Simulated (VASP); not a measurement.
Sn (beta) relaxed at rising pressure, in one space group throughout; other phases were not tried. The pressures are those reached. Method: PBE GGA, VASP's PBE PAW potentials (set 64) (plane waves; VASP 6.6.1).

```
P (GPa)  V (Å³/atom)    k-mesh
-------  -----------  --------
-0.01         28.340  13×13×13
5.09          26.027  13×13×13
9.95          24.510  13×13×13
20.02         22.406  14×14×14
30.03         20.967  14×14×14
```

A change of mesh leaves a small step in the series.

Problem. Fit an equation of state and predict the volume at 45.00 GPa.

Solution. Least squares on the third-order Birch-Murnaghan form, P = (3B0/2)(y⁷ − y⁵)[1 + (3/4)(B′ − 4)(y² − 1)] with y = (V0/V)^(1/3), gives V0 = 28.334 Å³/atom, B0 = 49 GPa and B′ = 4.7, and so 19.443 Å³/atom. The run gave 19.453 Å³/atom, +0.1 % from the fit.

Pressures at which the relaxation failed are left out.

The compound is Sn in the beta structure.
